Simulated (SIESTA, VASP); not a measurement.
The input files of a VASP run:

**POSCAR**
```
MnO2
1
    4.3362000000     0.0000000000     0.0000000000
    0.0000000000     4.3362000000     0.0000000000
    0.0000000000     0.0000000000     2.8283850000
Mn O
2 4
Direct
 -0.0135770000  -0.0069410000   0.0158710000
  0.5022540000   0.5059990000   0.5130710000
  0.3039290000   0.3050430000  -0.0161570000
  0.7922550000   0.1947810000   0.4938140000
  0.1991090000   0.8029160000   0.5023790000
  0.7160300000   0.6982010000  -0.0089770000
```

INCAR:
```
ALGO = Normal
EDIFF = 1E-6
ENCUT = 400
GGA = PE
ISIF = 2
ISMEAR = -1
ISPIN = 2
LASPH = .True.
LCHARG = .False.
LMAXMIX = 4
LORBIT = 11
LREAL = .False.
LWAVE = .False.
MAGMOM = 3.0 -3.0 4*0.0
NELM = 100
PREC = Accurate
SIGMA = 0.02
SYSTEM = MnO2
```

**KPOINTS**
```
kpoints
0
gamma
3 3 5
0 0 0
```

POTCAR, in this order: Mn_pv O (PBE.64 set). Program: vasp_std.

### Question
Translate it to SIESTA.

### Answer
One input that does it (GGA PBE, numerical atomic orbitals DZP, PseudoDojo PBE standard norm-conserving potentials (rewritten from UPF to PSML)):
```
# files in the folder: Mn.psml O.psml (PseudoDojo PBE standard)
SystemName  MnO2
SystemLabel mno2

NumberOfAtoms                6
NumberOfSpecies              2
%block ChemicalSpeciesLabel
  1 25 Mn
  2 8 O
%endblock ChemicalSpeciesLabel
LatticeConstant              1.0 Ang
%block LatticeVectors
     4.336200000    0.000000000    0.000000000
     0.000000000    4.336200000    0.000000000
     0.000000000    0.000000000    2.828385000
%endblock LatticeVectors
AtomicCoordinatesFormat      Ang
%block AtomicCoordinatesAndAtomicSpecies
    -0.058872587   -0.030097564    0.044889298  1
     2.177873795    2.194112864    1.451162320  1
     1.317896930    1.322727457   -0.045698216  2
     3.435376131    0.844609372    1.396696110  2
     0.863376446    3.481604359    1.420921228  2
     3.104849286    3.027539176   -0.025390412  2
%endblock AtomicCoordinatesAndAtomicSpecies

XC.functional                GGA
XC.authors                   PBE
PAO.BasisSize                DZP
PAO.EnergyShift              0.005 Ry
MeshCutoff                   400 Ry
%block kgrid.MonkhorstPack
    3   0   0  0.0
    0   3   0  0.0
    0   0   5  0.0
%endblock kgrid.MonkhorstPack
OccupationFunction           FD
ElectronicTemperature        232.09 K
Spin                         polarized
%block DM.InitSpin
  1 +3.00
  2 -3.00
  3 +0.00
  4 +0.00
  5 +0.00
  6 +0.00
%endblock DM.InitSpin

MaxSCFIterations             150
SCF.Mixer.Method             Pulay
SCF.Mixer.Weight             0.1
SCF.Mixer.History            6
SCF.DM.Tolerance             1.0E-04
Diag.ParallelOverK           true
WriteForces                  true
Charge.Mulliken              end
```
Both inputs were run and reached self-consistency, which says nothing on mesh or cut-off. Potentials, basis and cut-offs are each code's own, so they don't translate, and total energies aren't comparable.

The structure is a typed MnO2 crystal (P4_2/mnm). The cell was not relaxed at this level, atoms are displaced from their ideal sites, and it may have been scaled.
